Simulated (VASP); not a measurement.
Method: PBEsol GGA, VASP's PBE PAW potentials (set 64) (plane waves; VASP).

VASP ran on this input.

### POSCAR
```
TiC
4.331440
  0.0000000000   0.5000000000   0.5000000000
  0.5000000000   0.0000000000   0.5000000000
  0.5000000000   0.5000000000   0.0000000000
Ti C
1 1
Direct
 -0.0028130000  -0.0196920000   0.0044470000
  0.5028130000   0.5196920000   0.4955530000
```

### INCAR
```
! general
SYSTEM =TiC
PREC   =Accurate
ENCUT  =400
LREAL  =.FALSE.
LASPH  =.TRUE.

! electronic loop
EDIFF  =1E-6
NELM   =100
ALGO   =Normal
LMAXMIX=4

! smearing
ISMEAR =0
SIGMA  =0.05

! functional
GGA    =PS

! ions
ISIF   =2

! output
LWAVE  =.FALSE.
LCHARG =.FALSE.
```

**KPOINTS**
```
Automatic mesh
0
Gamma
3 3 3
0 0 0
```

POTCAR, in this order: Ti_sv C (PBE.64 set). Program: vasp_std.

Question: What will the output report for the number of irreducible k-points (NKPTS), largest plane-wave count, number of space-group operations, FFT grid (NGX, NGY, NGZ)?

Answer: 
```
Quantity                                      Result
--------------------------------------  ------------
number of irreducible k-points (NKPTS)            14
largest plane-wave count                         375
number of space-group operations                   1
FFT grid (NGX, NGY, NGZ)                20 × 20 × 20
```

The structure comes from a computed database's TiC entry; how it stands against other phases isn't given here. The cell was not relaxed at this level, atoms are displaced from their ideal sites. The k-mesh is coarse (spacing up to 0.84 per Å, 2π included), so the numbers may not be converged in it. The run is one of a series of settings (KPOINTS 3×3×3 Γ-centred mesh against the base run), some of them coarse on purpose.
